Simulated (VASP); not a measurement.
NAlO2H4, in a box:

```
N Al O H
1.0
    13.00000    0.00000    0.00000
     0.00000   14.00000    0.00000
     0.00000    0.00000   11.00000
N Al O H
1 1 2 4
Cartesian
  5.6024 8.5218 5.8255
  6.0777 6.8366 5.6513
  7.6252 6.3448 5.1656
  4.9157 5.6548 5.9907
  6.1886 9.3209 5.6575
  4.6832 8.8129 6.1142
  8.3428 6.9371 4.9538
  5.1030 4.7211 5.9177
```

Base run:

- Program: VASP 6.6.1
- Functional: PBE
- Dispersion: TS
- Potentials or basis: VASP PAW PBE potentials, release 64 (N, Al, O, H)
- Cutoff: 520 eV
- k mesh: 1 × 1 × 1
- Occupations: gaussian, width 0.01 eV
- Spin: no spin polarisation

Its results: gap between the frontier levels 4.53 eV; largest force 0.605 eV/Å.

**Question.** The run is repeated on the same cell with these changes: functional from PBE to HSE06; further incar settings from ALGO = Fast; EDIFF = 1e-06 to ALGO = Normal; EDIFF = 1e-06. What comes out?

**Answer.** Gap between the frontier levels 5.92 eV; largest force 0.119 eV/Å.

Caveats: the PAW data sets were made with another functional, which shifts forces and pressure a little (some runs).

